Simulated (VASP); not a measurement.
# ScF3 (nc.b) (Pm-3m) in VASP: phonons with LDA

Aim: the phonons of ScF3 (nc.b) with LDA.

All numbers are computed with VASP 6.6.1; they aren't measurements. Logs are shortened: lines on timing, memory, paths and dates and some standing lists are left out, and cuts for length are marked.

## (1) The crystal as given

The structure is cubic, space group Pm-3m (No. 221). Conventional cell: a = 3.970 Å, b = 3.970 Å, c = 3.970 Å, α = 90.00°, β = 90.00°, γ = 90.00°. Around Sc (site symmetry m-3m) lie 6 F at 1.99 Å. F (site symmetry 4/mmm) is surrounded by 2 Sc at 1.99 Å.

## (2) Phonons, LDA

Contents of INCAR:

```
SYSTEM = ScF3
  ALGO = Normal
  EDIFF = 1E-8
  ENCUT = 520
  IBRION = 8
  ISIF = 2
  ISMEAR = 0
  LASPH = .True.
  LCHARG = .False.
  LEPSILON = .True.
  LREAL = .False.
  LWAVE = .False.
  NBANDS = 24
  NELM = 100
  NSW = 1
  PREC = Accurate
  SIGMA = 0.01
```

Contents of KPOINTS:

```
k-points
0
Gamma
  6 6 6
  0 0 0
```

Contents of POSCAR:

```
ScF3
1.0
    3.9704437236      0.0000000000      0.0000000000
    0.0000000000      3.9704437236      0.0000000000
    0.0000000000      0.0000000000      3.9704437236
Sc F
1 3
Direct
    0.0000000000      0.0000000000      0.0000000000
    0.5000000000      0.0000000000      0.0000000000
    0.0000000000      0.5000000000      0.0000000000
    0.0000000000      0.0000000000      0.5000000000
```

Potentials or basis: VASP PAW LDA potentials, release 64 (Sc_sv, F).

Started as:

```sh
$ cat potpaw_LDA.64/Sc_sv/POTCAR potpaw_LDA.64/F/POTCAR > POTCAR
$ mpirun -np 1 vasp_std > vasp.out
```

OUTCAR:

```text
SYSTEM = ScF3
   EDIFF = 1E-8
   ENCUT = 520
   IBRION = 8
   ISIF = 2
   ISMEAR = 0
   LASPH = .True.
   LEPSILON = .True.
   LREAL = .False.
   NELM = 100
   NSW = 1
   PREC = Accurate

 ion  position               nearest neighbor table
   1  0.000  0.000  0.000-   2 1.99   3 1.99   4 1.99   4 1.99   3 1.99   2 1.99
   2  0.500  0.000  0.000-   1 1.99   1 1.99
   3  0.000  0.500  0.000-   1 1.99   1 1.99
   4  0.000  0.000  0.500-   1 1.99   1 1.99

  LATTYP: Found a simple cubic cell.
 ALAT       =     3.9704437236

  Lattice vectors:

 A1 = (   3.9704437236,   0.0000000000,   0.0000000000)
 A2 = (   0.0000000000,   3.9704437236,   0.0000000000)
 A3 = (   0.0000000000,   0.0000000000,   3.9704437236)

Analysis of symmetry for initial positions (statically):
=====================================================================
 Subroutine PRICEL returns:
 Original cell was already a primitive cell.

 Routine SETGRP: Setting up the symmetry group for a
 simple cubic supercell.

 Subroutine GETGRP returns: Found 48 space group operations
 (whereof 48 operations were pure point group operations)
 out of a pool of 48 trial point group operations.

The static configuration has the point symmetry O_h .

Analysis of symmetry for dynamics (positions and initial velocities):
=====================================================================
 Subroutine PRICEL returns:
 Original cell was already a primitive cell.

 Routine SETGRP: Setting up the symmetry group for a
 simple cubic supercell.

 Subroutine GETGRP returns: Found 48 space group operations
 (whereof 48 operations were pure point group operations)
 out of a pool of 48 trial point group operations.

The dynamic configuration has the point symmetry O_h .

 Subroutine INISYM returns: Found 48 space group operations
 (whereof 48 operations are pure point group operations),
 and found     1 'primitive' translations

----------------------------------------------------------------------------------------

                                     Primitive cell

  volume of cell :      62.5918

  direct lattice vectors                    reciprocal lattice vectors
     3.970443724  0.000000000  0.000000000     0.251861018  0.000000000  0.000000000
     0.000000000  3.970443724  0.000000000     0.000000000  0.251861018  0.000000000
     0.000000000  0.000000000  3.970443724     0.000000000  0.000000000  0.251861018

  length of vectors
     3.970443724  3.970443724  3.970443724     0.251861018  0.251861018  0.251861018

  position of ions in fractional coordinates (direct lattice)
     0.000000000  0.000000000  0.000000000
     0.500000000  0.000000000  0.000000000
     0.000000000  0.500000000  0.000000000
     0.000000000  0.000000000  0.500000000

  ion indices of the primitive-cell ions
   primitive index   ion index
                 1           1
                 2           2
                 3           3
                 4           4

----------------------------------------------------------------------------------------
[... 727 lines left out ...]

[... ionic steps 5 to 6 ...]

--------------------------------------- Ionic step        7  -------------------------------------------

------------------------ aborting loop because EDIFF is reached ----------------------------------------

--------------------------------------- Ionic step        8  -------------------------------------------

 Free energy of the ion-electron system (eV)
  ---------------------------------------------------
  ---------------------------------------------------
  free energy    TOTEN  =        -0.52814006 eV

  energy without entropy =       -0.52814006

------------------------ aborting loop because EDIFF is reached ----------------------------------------

 INTERNAL STRAIN TENSOR  FOR ION    2  DIRECTION 2   (eV/Angst):
 -----------------------------------------------------------------------------
    -0.02532  0.00000  0.00000
     0.00000  0.02357  0.00000
     0.00000  0.00000 -0.00005

 MACROSCOPIC STATIC DIELECTRIC TENSOR (including local field effects in DFT)
 ------------------------------------------------------
           2.280577     0.000000    -0.000000
           0.000000     2.280577     0.000000
           0.000000    -0.000000     2.280577
 ------------------------------------------------------

 PIEZOELECTRIC TENSOR (including local field effects)  for field in x, y, z        (e  Angst)
          XX          YY          ZZ          XY          YZ          ZX
  --------------------------------------------------------------------------------
  x     0.00000     0.00000     0.00000     0.00000     0.00000     0.00000
  y     0.00000     0.00000     0.00000     0.00000     0.00000     0.00000
  z     0.00000     0.00000     0.00000     0.00000     0.00000     0.00000

 PIEZOELECTRIC TENSOR (including local field effects)  for field in x, y, z        (C/m^2)
          XX          YY          ZZ          XY          YZ          ZX
  --------------------------------------------------------------------------------
  x     0.00000     0.00000     0.00000     0.00000     0.00000     0.00000
  y     0.00000     0.00000     0.00000     0.00000     0.00000     0.00000
  z     0.00000     0.00000     0.00000     0.00000     0.00000     0.00000

 BORN EFFECTIVE CHARGES (including local field effects) (in |e|, cummulative output)
 ---------------------------------------------------------------------------------
 ion    1
    1     3.98281     0.00000    -0.00000
    2     0.00000     3.98281     0.00000
    3     0.00000     0.00000     3.98281
 ion    2
    1    -2.69762    -0.00000     0.00000
    2    -0.00000    -0.64260     0.00000
    3    -0.00000    -0.00000    -0.64260
 ion    3
    1    -0.64260     0.00000     0.00000
    2    -0.00000    -2.69762    -0.00000
    3    -0.00000     0.00000    -0.64260
 ion    4
    1    -0.64260     0.00000     0.00000
    2    -0.00000    -0.64260     0.00000
    3     0.00000     0.00000    -2.69762

 INTERNAL STRAIN TENSOR FOR ION    4 for displacements in x,y,z  (eV/Angst):
          X           Y           Z          XY          YZ          ZX
  --------------------------------------------------------------------------------
  x     0.00000     0.00000     0.00000     0.00000     0.00000     0.00000
  y     0.00000     0.00000     0.00000     0.00000     0.00000     0.00000
  z     0.00000     0.00000     0.00000     0.00000     0.00000     0.00000

 SECOND DERIVATIVES (NOT SYMMETRIZED)
 ------------------------------------
               1X          1Y          1Z          2X          2Y          2Z          3X          3Y          3Z          4X          4Y          4Z
  1X   -11.067530   -0.000000    0.000000   10.971738   -0.000000   -0.000000    0.047896   -0.000000    0.000000    0.047896   -0.000000    0.000000
  1Y    -0.000000  -11.067530    0.000000   -0.000000    0.047896   -0.000000   -0.000000   10.971738   -0.000000    0.000000    0.047896   -0.000000
  1Z    -0.000000    0.000000  -11.067530   -0.000000    0.000000    0.047896    0.000000   -0.000000    0.047896    0.000000    0.000000   10.971738
  2X    10.966770   -0.000000    0.000000  -14.297639    0.000000   -0.000000    1.665435   -0.000000   -0.000000    1.665435    0.000000    0.000000
  2Y     0.000000    0.028640    0.000000    0.000000   -1.336073    0.000000    0.000000    1.673264    0.000000    0.000000   -0.365831    0.000000
  2Z     0.000000    0.000000    0.028640    0.000000    0.000000   -1.336073    0.000000    0.000000   -0.365831    0.000000    0.000000    1.673264
  3X     0.028640    0.000000    0.000000    1.673264    0.000000    0.000000   -1.336073    0.000000    0.000000   -0.365831    0.000000    0.000000
  3Y    -0.000000   10.966770    0.000000   -0.000000    1.665435   -0.000000   -0.000000  -14.297639    0.000000    0.000000    1.665435    0.000000
  3Z     0.000000    0.000000    0.028640    0.000000    0.000000   -0.365831    0.000000    0.000000   -1.336073    0.000000    0.000000    1.673264
  4X     0.028640    0.000000    0.000000    1.673264    0.000000    0.000000   -0.365831    0.000000    0.000000   -1.336073    0.000000    0.000000
  4Y     0.000000    0.028640    0.000000    0.000000   -0.365831    0.000000    0.000000    1.673264    0.000000    0.000000   -1.336073    0.000000
  4Z     0.000000    0.000000   10.966770    0.000000   -0.000000    1.665435   -0.000000    0.000000    1.665435   -0.000000   -0.000000  -14.297639

 Eigenvectors and eigenvalues of the dynamical matrix
 ----------------------------------------------------

   1 f  =   15.363112 THz    96.529283 2PiTHz  512.458271 cm-1    63.536699 meV
             X         Y         Z           dx          dy          dz
      0.000000  0.000000  0.000000     0.458655   -0.005299   -0.000000
      1.985222  0.000000  0.000000    -0.879869   -0.001012    0.000000
      0.000000  1.985222  0.000000     0.087557    0.010166   -0.000000
      0.000000  0.000000  1.985222     0.087557   -0.001012    0.000000
[... 71 lines left out ...]
  12 f/i=    0.013849 THz     0.087016 2PiTHz    0.461954 cm-1     0.057275 meV
             X         Y         Z           dx          dy          dz
      0.000000  0.000000  0.000000    -0.027968   -0.070765   -0.658124
      1.985222  0.000000  0.000000    -0.018217   -0.046244   -0.430077
      0.000000  1.985222  0.000000    -0.018277   -0.046092   -0.430077
      0.000000  0.000000  1.985222    -0.018277   -0.046244   -0.428660

--------------------------------------------------------------------------------------------------------

 MACROSCOPIC STATIC DIELECTRIC TENSOR IONIC CONTRIBUTION
 ------------------------------------------------------
           5.480585    -0.000000    -0.000000
          -0.000000     5.480585    -0.000000
          -0.000000    -0.000000     5.480585
 ------------------------------------------------------

 ELASTIC MODULI CONTR FROM IONIC RELAXATION (kBar)
 Direction    XX          YY          ZZ          XY          YZ          ZX
 --------------------------------------------------------------------------------
 XX           0.0000      0.0000      0.0000      0.0000      0.0000      0.0000
 YY           0.0000      0.0000      0.0000      0.0000      0.0000      0.0000
 ZZ           0.0000      0.0000      0.0000      0.0000      0.0000      0.0000
 XY           0.0000      0.0000      0.0000      0.0000      0.0000      0.0000
 YZ           0.0000      0.0000      0.0000      0.0000      0.0000      0.0000
 ZX           0.0000      0.0000      0.0000      0.0000      0.0000      0.0000
 --------------------------------------------------------------------------------

 PIEZOELECTRIC TENSOR IONIC CONTR  for field in x, y, z        (C/m^2)
          XX          YY          ZZ          XY          YZ          ZX
  --------------------------------------------------------------------------------
  x     0.00000     0.00000     0.00000     0.00000     0.00000     0.00000
  y     0.00000     0.00000     0.00000     0.00000     0.00000     0.00000
  z     0.00000     0.00000     0.00000     0.00000     0.00000     0.00000
```

Run time: 6.2 min. Hardware: 1 thread of Intel Xeon 6975P-C (Granite Rapids), shared host; peak memory 0.4 GiB.

Results:

- Electronic dielectric tensor (diagonal): 2.28
- Born charges (mean of the diagonal): Sc +3.98; F -1.33 e
- Highest phonon frequency at Γ, LO-TO splitting left out: 512 cm⁻¹

Phonon frequencies in cm⁻¹ (negative: imaginary):
| q point | frequencies |
| --- | --- |
| (0.000, 0.000, 0.000) | 0 0 0 118 118 118 183 183 183 512 512 512 |

Electronic dielectric tensor:
```
2.28 0.00 0.00
0.00 2.28 0.00
0.00 0.00 2.28
```

Born effective charge tensors (e):
atom 1, Sc
```
3.98 0.00 0.00
0.00 3.98 0.00
0.00 0.00 3.98
```
atom 2, F
```
-2.70  0.00  0.00
 0.00 -0.64  0.00
 0.00  0.00 -0.64
```
atom 3, F
```
-0.64  0.00  0.00
 0.00 -2.70  0.00
 0.00  0.00 -0.64
```
atom 4, F
```
-0.64  0.00  0.00
 0.00 -0.64  0.00
 0.00  0.00 -2.70
```
